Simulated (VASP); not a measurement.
KCl (rock salt) relaxed at rising pressure, in one space group throughout; other phases were not tried. The pressures are those reached. All values below come from PBEsol GGA, VASP's PBE PAW potentials (set 64) (plane waves; VASP).

```json
[
 {"P (GPa)": "-0.03", "V (Å³/atom)": "30.535", "k-mesh": "7×7×7"},
 {"P (GPa)": "5.00", "V (Å³/atom)": "25.621", "k-mesh": "8×8×8"},
 {"P (GPa)": "10.00", "V (Å³/atom)": "23.222", "k-mesh": "8×8×8"},
 {"P (GPa)": "19.85", "V (Å³/atom)": "20.505", "k-mesh": "8×8×8"},
 {"P (GPa)": "29.93", "V (Å³/atom)": "18.804", "k-mesh": "9×9×9"}
]
```

A change of mesh leaves a small step in the series.

Q: Fit an equation of state and predict the volume at 45.06 GPa.

A: Least squares on the third-order Birch-Murnaghan form, P = (3B0/2)(y⁷ − y⁵)[1 + (3/4)(B′ − 4)(y² − 1)] with y = (V0/V)^(1/3), gives V0 = 30.468 Å³/atom, B0 = 19 GPa and B′ = 4.8, and so 17.130 Å³/atom. The run gave 17.115 Å³/atom, -0.1 % from the fit.

Pressures at which the relaxation failed are left out.

The compound is KCl in the rock salt structure.
